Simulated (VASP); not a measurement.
VASP input:

INCAR:
```
SYSTEM = GaBi
PREC = Accurate
ENCUT = 500
EDIFF = 1E-6
NELM = 100
ALGO = Normal
LREAL = .FALSE.
LASPH = .TRUE.
ISMEAR = 1
SIGMA = 0.1
GGA = PS
LMAXMIX = 4
LWAVE = .FALSE.
LCHARG = .FALSE.
IBRION = 2
ISIF = 3
NSW = 40
EDIFFG = -0.02
PSTRESS = 100
```

File KPOINTS:
```
Regular mesh
0
G
 11 11 11
0 0 0
```

File POSCAR:
```
GaBi
1
    0.0000000000     2.9983401979     2.9983401979
    2.9983401979     0.0000000000     2.9983401979
    2.9983401979     2.9983401979     0.0000000000
Ga Bi
1 1
Direct
  0.0000000000   0.0000000000   0.0000000000
  0.2500000000   0.2500000000   0.2500000000
```

POTCAR, in this order: Ga_d Bi_d (PBE.64 set). Program: vasp_std.

Question: Translate this PBEsol calculation to Ansatz.

Answer: One equivalent input (not run):
Ansatz 0.2 input:
```yaml
crystal:
  lattice:
    - [0.0000000, 2.9983402, 2.9983402]
    - [2.9983402, 0.0000000, 2.9983402]
    - [2.9983402, 2.9983402, 0.0000000]
  atoms:
    - { symbol: Ga, position: [0.0000000, 0.0000000, 0.0000000] }
    - { symbol: Bi, position: [0.2500000, 0.2500000, 0.2500000] }
kpoints:
  mp_grid: { grid: [11, 11, 11] }
hamiltonian:
  xc: pbesol
  pseudopotentials: { kind: paw }
scf:
  occupations: { method: methfessel_paxton, width: 0.1 }
  max_iter: 100
relax:
  max_steps: 40
  f_tol: 0.02
  cell: { p_target: 10 }
output: { forces: true, stress: true, eigenvalues: true }
```
What does not carry over: each code has its own PAW files, so the cut-off isn't converted (ENCUT is set for VASP's; basis.ecutwfc is left out, and Ansatz then takes the one that its files recommend); Ansatz stops its SCF on the density residual and VASP on the energy change (EDIFF).

The structure was generated: GaBi was put into the zinc blende type (F-43m), which need not be its known phase. It was relaxed first under an external pressure of 10 GPa.
